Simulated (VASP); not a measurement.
OSZICAR of a VASP run on AlN (wurtzite):

**OSZICAR**
```
       N       E                     dE             d eps       ncg     rms          rms(c)
DAV:   1     0.616168013938E+02    0.61617E+02   -0.84420E+03   720   0.138E+03
DAV:   2    -0.311135915417E+02   -0.92730E+02   -0.84271E+02  1076   0.254E+02
DAV:   3    -0.357224800182E+02   -0.46089E+01   -0.45895E+01   960   0.629E+01
DAV:   4    -0.357647837379E+02   -0.42304E-01   -0.42284E-01   824   0.685E+00
DAV:   5    -0.357653685418E+02   -0.58480E-03   -0.58477E-03   932   0.799E-01    0.117E+01
DAV:   6    -0.313756145425E+02    0.43898E+01   -0.15391E+01   880   0.316E+01    0.420E+00
DAV:   7    -0.313532861304E+02    0.22328E-01   -0.60066E-01   796   0.656E+00    0.282E+00
DAV:   8    -0.313213877870E+02    0.31898E-01   -0.78208E-02   836   0.312E+00    0.462E-01
DAV:   9    -0.313169713440E+02    0.44164E-02   -0.16768E-02   916   0.100E+00    0.239E-01
DAV:  10    -0.313172802795E+02   -0.30894E-03   -0.14428E-03   868   0.322E-01    0.152E-01
DAV:  11    -0.313171960397E+02    0.84240E-04   -0.22554E-04   840   0.125E-01    0.308E-02
DAV:  12    -0.313171959982E+02    0.41445E-07   -0.44053E-06   848   0.245E-02
   1 F= -.31317196E+02 E0= -.31317196E+02  d E =-.313172E+02
```

Q: Which electronic solver shows in the log?

A: It is blocked Davidson (ALGO = Normal, or the opening steps of other solvers). The INCAR had ALGO = Normal.

Q: Can the final energy be trusted as converged?

A: The run converged. It stopped with EDIFF = 1E-6, NELM = 100, NSW = 40 and EDIFFG = -0.02 after 1 ionic step (PBEsol GGA, plane waves, VASP's PBE PAW potentials (set 64)).

The compound is AlN in the wurtzite structure. It was relaxed first.
